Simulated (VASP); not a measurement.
Input:

```yaml
crystal:
  lattice:
    - [4.11173, 0.00000, 0.00000]
    - [0.00000, 4.11173, 0.00000]
    - [0.00000, 0.00000, 4.11173]
  atoms:
    - { symbol: Sc, position: [0.00000, 0.00000, 0.00000] }
    - { symbol: Al, position: [0.00000, 0.50000, 0.50000] }
    - { symbol: Al, position: [0.50000, 0.00000, 0.50000] }
    - { symbol: Al, position: [0.50000, 0.50000, 0.00000] }
```

These are LDA (Ceperley-Alder, Perdew-Zunger), VASP's LDA PAW potentials (set 64) (plane waves; VASP) values and carry that method's errors. Settings: 520 eV cut-off, 8×8×8 Γ-centred mesh, first-order Methfessel-Paxton smearing of 0.10 eV, potentials Sc_sv Al.

### Question
Predict the energy per atom (σ→0), pressure, band gap (on the k-mesh) with the smallest direct gap where there is one.

### Answer

| Property | Result |
|---|---|
| band gap (on the k-mesh) | none (metal, semimetal or under 0.01 eV) |
| energy per atom (σ→0) | -5.307 eV/atom |
| pressure | -4.89 GPa |

Total energies compare only between runs with the same potentials, cut-off and functional.

The compound is Al3Sc in the L1_2 structure. This cell is one point of a volume scan, at 1.06 of the reference volume.
